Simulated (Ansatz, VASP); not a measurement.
## Two plane-wave programs on HfRu

```xyz
2
Lattice="3.1822 0.0000 0.0000 0.0000 3.1822 0.0000 0.0000 0.0000 3.1822" Properties=species:S:1:pos:R:3 pbc="T T T"
Hf    0.0000    0.0000    0.0000
Ru    1.5911    1.5911    1.5911
```

Alike in both runs: functional LDA; k mesh 14 × 14 × 14; occupations fermi-dirac, width 0.15 eV; no spin polarisation.

Ansatz relaxed the structure, and its values are those at the end. VASP's run is a single point on that final structure, the one shown.

```csv
,VASP,Ansatz
version,VASP 6.6.1,Ansatz 0.2.0
potentials or method,"VASP PAW LDA potentials, release 64 (Hf_pv, Ru_pv)","scalar-relativistic, plane waves, PAW"
plane-wave cutoff (eV),520,420
valence electrons in the cell,24,42
```

```tsv
	VASP	Ansatz	Ansatz less VASP
gap on the k mesh at the Fermi level (eV)	none	none	-
pressure (GPa)	-0.3	0.0	+0.34
```

A gap of «none» marks a metal or a gap that the smearing closes. The two sets of potentials don't hold the same shells in valence.

Spin-orbit coupling is left out, which matters for the levels of Hf.
